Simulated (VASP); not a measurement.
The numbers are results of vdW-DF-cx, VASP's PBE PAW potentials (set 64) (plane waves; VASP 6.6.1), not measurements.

Input for VASP

**POSCAR**
```
NiAl
2.8720690
  0.9999999942   0.0000000000   0.0000000000
  0.0000000000   0.9999999942   0.0000000000
  0.0000000000   0.0000000000   0.9999999942
Al Ni
1 1
Cartesian
  0.4999999971   0.4999999971   0.4999999971
  0.0000000000   0.0000000000   0.0000000000
```

### INCAR
```
AGGAC = 0.0
ALGO = Normal
EDIFF = 1E-7
ENCUT = 520
GGA = CX
ICHARG = 11
ISMEAR = 0
LASPH = .TRUE.
LCHARG = .FALSE.
LMAXMIX = 4
LORBIT = 11
LREAL = .FALSE.
LUSE_VDW = .TRUE.
LWAVE = .FALSE.
NELM = 100
PREC = Accurate
SIGMA = 0.05
SYSTEM = NiAl
```

**KPOINTS**
```
k-points along high-symmetry lines
15
Line-mode
Reciprocal
  0.000000   0.000000   0.000000 ! GAMMA
  0.000000   0.500000   0.000000 ! X

  0.000000   0.500000   0.000000 ! X
  0.500000   0.500000   0.000000 ! M

  0.500000   0.500000   0.000000 ! M
  0.000000   0.000000   0.000000 ! GAMMA

  0.000000   0.000000   0.000000 ! GAMMA
  0.500000   0.500000   0.500000 ! R

  0.500000   0.500000   0.500000 ! R
  0.000000   0.500000   0.000000 ! X

  0.500000   0.500000   0.500000 ! R
  0.500000   0.500000   0.000000 ! M
```

POTCAR, in this order: Al Ni (PBE.64 set). Program: vasp_std. Read from the step before: CHGCAR.

Output

File OSZICAR:
```
       N       E                     dE             d eps       ncg     rms          rms(c)
DAV:   1     0.457684473808E+02    0.45768E+02   -0.58948E+03  1816   0.140E+03
DAV:   2    -0.472143355766E+01   -0.50490E+02   -0.46894E+02  1820   0.210E+02
DAV:   3    -0.588669961277E+01   -0.11653E+01   -0.11490E+01  2302   0.406E+01
DAV:   4    -0.590353260976E+01   -0.16833E-01   -0.16816E-01  2240   0.407E+00
DAV:   5    -0.590395651939E+01   -0.42391E-03   -0.42390E-03  2090   0.639E-01
DAV:   6    -0.590397587104E+01   -0.19352E-04   -0.19351E-04  2480   0.117E-01
DAV:   7    -0.590397627866E+01   -0.40762E-06   -0.40753E-06  2066   0.145E-02
DAV:   8    -0.590397630236E+01   -0.23706E-07   -0.23424E-07  1806   0.272E-03
   1 F= -.59039763E+01 E0= -.59038413E+01  d E =-.269991E-03
```

**OUTCAR**
```
 val. band max:       11.0183770669   @ k =   0.4286   0.5000   0.4286

 cond. band min:      11.1101614623   @ k =   0.2500   0.2500   0.0000



 k-point     1 :       0.0000    0.0000    0.0000
  band No.  band energies     occupation
      1      -1.1137      2.00000
      2       6.7860      2.00000
      3       6.7860      2.00000
      4       8.4925      2.00000
      5       8.4925      2.00000
      6       8.4925      2.00000
      7      15.6136      0.00000
      8      15.6136      0.00000
      9      15.6136      0.00000
     10      18.2434      0.00000

 k-point     2 :       0.0000    0.0357    0.0000
  band No.  band energies     occupation
      1      -1.0901      2.00000
      2       6.7848      2.00000
      3       6.7917      2.00000
      4       8.4820      2.00000
      5       8.4820      2.00000
      6       8.4936      2.00000
      7      15.3088      0.00000
      8      15.6450      0.00000
      9      15.6450      0.00000
     10      18.2446      0.00000

 k-point     3 :       0.0000    0.0714    0.0000
  band No.  band energies     occupation
      1      -1.0191      2.00000
      2       6.7795      2.00000
      3       6.8084      2.00000
      4       8.4512      2.00000
      5       8.4512      2.00000
      6       8.4969      2.00000
      7      14.6310      0.00000
      8      15.7385      0.00000
      9      15.7385      0.00000
     10      18.2483      0.00000

 k-point     4 :       0.0000    0.1071    0.0000
  band No.  band energies     occupation
      1      -0.9012      2.00000
      2       6.7659      2.00000
      3       6.8355      2.00000
      4       8.4026      2.00000
      5       8.4026      2.00000
      6       8.5022      2.00000
      7      13.8356      0.00000
      8      15.8917      0.00000
      9      15.8917      0.00000
     10      18.2542      0.00000

 k-point     5 :       0.0000    0.1429    0.0000
  band No.  band energies     occupation
...
```

The density is held fixed in this step, so its total energy and stress have no physical meaning.

The compound is NiAl in the CsCl type structure. It was relaxed first. The run is not spin-polarised, so no magnetic state was tried. The electron count is odd and the run is not spin-polarised, which forces a metal.
